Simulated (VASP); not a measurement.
Given:

```yaml
crystal:
  lattice:
    - [1.50182, -2.60122, 0.00000]
    - [1.50182, 2.60122, 0.00000]
    - [0.00000, 0.00000, 5.50167]
  atoms:
    - { symbol: Cd, position: [0.33333, 0.66667, 0.25000] }
    - { symbol: Cd, position: [0.66667, 0.33333, 0.75000] }
```

Calculation: TPSS meta-GGA, VASP's PBE PAW potentials (set 64) (plane waves; VASP). Settings: 520 eV cut-off, 16×16×8 Γ-centred mesh, tetrahedra with Blöchl corrections, potentials Cd.

Question: Give the energies of bands 11 to 15 at the high-symmetry points, in eV from the Fermi level.

Answer: 
```csv
band,Γ,M,K,A,L,H
11,-8.54,-2.49,-0.15,-7.40,-1.62,0.90
12,-3.04,-1.98,-0.15,-7.40,-1.62,0.90
13,-2.68,2.19,0.20,4.19,0.01,1.47
14,11.36,3.01,4.50,4.19,0.01,1.47
15,14.05,3.40,5.08,14.42,8.45,1.73
```

It has no gap at this level: it comes out as a metal or semimetal.

The compound is Cd in the hcp structure. It was relaxed first.
